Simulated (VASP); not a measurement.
An input for Quantum ESPRESSO's pw.x (written as the equivalent of a VASP run, and not itself run):

```
&CONTROL
  calculation = 'scf'
  pseudo_dir = './pseudo'
  outdir = './out'
  tprnfor = .true.
  tstress = .true.
/
&SYSTEM
  ibrav = 0
  nat = 6
  ntyp = 2
  ecutwfc = 92
  occupations = 'smearing'
  smearing = 'gaussian'
  degauss = 0.000735
  input_dft = 'pbe'
/
&ELECTRONS
  conv_thr = 7.3e-08
  electron_maxstep = 100
/
ATOMIC_SPECIES
  Cu 63.546 Cu.upf
  O 15.999 O.upf
CELL_PARAMETERS angstrom
     4.3244150    0.0000000    0.0000000
     0.0000000    4.3244150    0.0000000
     0.0000000    0.0000000    4.3244150
ATOMIC_POSITIONS crystal
  Cu   0.2500000  0.2500000  0.7500000
  Cu   0.2500000  0.7500000  0.2500000
  Cu   0.7500000  0.7500000  0.7500000
  Cu   0.7500000  0.2500000  0.2500000
  O    0.5000000  0.5000000  0.5000000
  O    0.0000000  0.0000000  0.0000000
K_POINTS automatic
  4 4 4 0 0 0
```

**Question.** Write the VASP files for the same calculation (PBE).

**Answer.** Several could match; the one computed here: 
**INCAR**
```
! general
SYSTEM =Cu2O
PREC   =Accurate
ENCUT  =400   ! plane-wave cut-off (eV)
LREAL  =.False.
LASPH  =.True.

! electronic loop
EDIFF  =1E-6   ! SCF stop (eV)
NELM   =100
ALGO   =Normal   ! blocked Davidson
LMAXMIX=4

! smearing
ISMEAR =0
SIGMA  =0.01   ! width (eV)

! functional
GGA    =PE

! ions
ISIF   =2   ! forces and stress, cell fixed

! output
LWAVE  =.False.
LCHARG =.False.
```

POSCAR:
```
Cu2O
1
    4.3244150000     0.0000000000     0.0000000000
    0.0000000000     4.3244150000     0.0000000000
    0.0000000000     0.0000000000     4.3244150000
Cu O
4 2
Direct
  0.2500000000   0.2500000000   0.7500000000
  0.2500000000   0.7500000000   0.2500000000
  0.7500000000   0.7500000000   0.7500000000
  0.7500000000   0.2500000000   0.2500000000
  0.5000000000   0.5000000000   0.5000000000
  0.0000000000   0.0000000000   0.0000000000
```

### KPOINTS
```
Automatic mesh
0
Gamma
4 4 4
0 0 0
```

POTCAR, in this order: Cu O (PBE.64 set). Program: vasp_std.

The two are equivalent in intent, not identical: the potentials are each code's own (VASP's PAW set, PseudoDojo norm-conserving files in pw.x), so ENCUT and ecutwfc are chosen apart and not converted; conv_thr bounds pw.x's estimated SCF error, while EDIFF bounds the energy change between steps.

The structure comes from a computed database's Cu2O entry; how it stands against other phases isn't given here. The cell was not relaxed at this level.
